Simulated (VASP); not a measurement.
A convergence study with VASP on Fe (space group Im-3m): one setting is varied, all else stays as given below, so the limit is that of these other settings.

```
Fe
1.0
   -1.43070     1.43070     1.43070
    1.43070    -1.43070     1.43070
    1.43070     1.43070    -1.43070
Fe
1
Direct
  0.00000   0.00000   0.00000
```
Starting moments (μB, in the order of the record's atoms Fe): 2.5.

Computed with PBE GGA, VASP's PBE PAW potentials (set 64) (plane waves; VASP). The tightest run used: 300 eV cut-off, 21×21×21 Γ-centred mesh, Gaussian smearing of 0.10 eV, potentials Fe.

Problem. The settings run are 3×3×3 mesh; 4×4×4 mesh; 5×5×5 mesh; 6×6×6 mesh; 7×7×7 mesh; 8×8×8 mesh; 9×9×9 mesh; 10×10×10 mesh; 11×11×11 mesh; 12×12×12 mesh; 14×14×14 mesh; 15×15×15 mesh; 17×17×17 mesh; 19×19×19 mesh; 21×21×21 mesh. From which on does the energy per atom stay within 0.005 eV/atom of the tightest run?

Solution. From 9×9×9 mesh on: it is off by 0.0002 there and by no more than 0.005 in any finer run, while 8×8×8 mesh is off by 0.0075.
```tsv
setting	E (eV/atom)	pressure (GPa)	moment (μB)	irreducible k-points	difference judged (eV/atom)
3×3×3 mesh	-8.2871	10.09	2.963	4	0.0444
4×4×4 mesh	-8.2335	-9.89	2.000	8	0.0091
5×5×5 mesh	-8.1903	-7.87	2.079	10	0.0524
6×6×6 mesh	-8.2833	-6.93	2.222	16	0.0407
7×7×7 mesh	-8.2563	-4.75	2.320	20	0.0136
8×8×8 mesh	-8.2351	-3.35	2.350	29	0.0075
9×9×9 mesh	-8.2428	-7.72	2.133	35	0.0002
10×10×10 mesh	-8.2468	-7.41	2.146	47	0.0041
11×11×11 mesh	-8.2443	-5.57	2.251	56	0.0016
12×12×12 mesh	-8.2458	-5.04	2.284	72	0.0031
14×14×14 mesh	-8.2460	-6.37	2.227	104	0.0033
15×15×15 mesh	-8.2449	-6.07	2.228	120	0.0022
17×17×17 mesh	-8.2433	-5.89	2.243	165	0.0006
19×19×19 mesh	-8.2437	-6.13	2.229	220	0.0010
21×21×21 mesh	-8.2427	-6.24	2.234	286	0.0000
```

Left out are rungs that failed or repeat a setting and relaxations that didn't move; long series are thinned to 24 rows.

The structure is a typed Fe crystal (space group no. 229). The cell was not relaxed at this level. The spin order is the one that the start imposed; others were not tried in this run.
